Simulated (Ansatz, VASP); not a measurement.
# P3W4: VASP beside Ansatz

```
P W
1.0
     4.83316    0.00000    0.00000
     0.00000    4.83316    0.00000
     0.00000    0.00000    4.83316
P W
3 4
Direct
  0.50000 0.50000 0.00000
  0.00000 0.50000 0.50000
  0.50000 0.00000 0.50000
  0.50000 0.50000 0.50000
  0.50000 0.00000 0.00000
  0.00000 0.50000 0.00000
  0.00000 0.00000 0.50000
```

Change from the starting cell: species swapped into the W3N4 type (Pm-3m, No. 221).

Alike in both runs: functional PBE; k mesh 4 × 4 × 4; occupations gaussian, width 0.1 eV; no spin polarisation.

Ansatz relaxed the structure, and its values are those at the end. VASP's run is a single point on that final structure, the one shown.

```csv
,VASP,Ansatz
version,VASP 6.6.1,Ansatz 0.2.0
potentials or method,"VASP PAW PBE potentials, release 64 (P, W_sv)","scalar-relativistic, plane waves, PAW"
plane-wave cutoff (eV),520,420
valence electrons in the cell,71,71
```

VASP gave:

| Property | Result |
| --- | --- |
| gap on the k mesh at the Fermi level (eV) | none |
| pressure (GPa) | -0.3 |

Which values does Ansatz return?

gap on the k mesh at the Fermi level (eV): none; pressure (GPa): -0.4.

A gap of «none» marks a metal or a gap that the smearing closes.

The runs have no spin-orbit coupling, so splittings on W are missing.
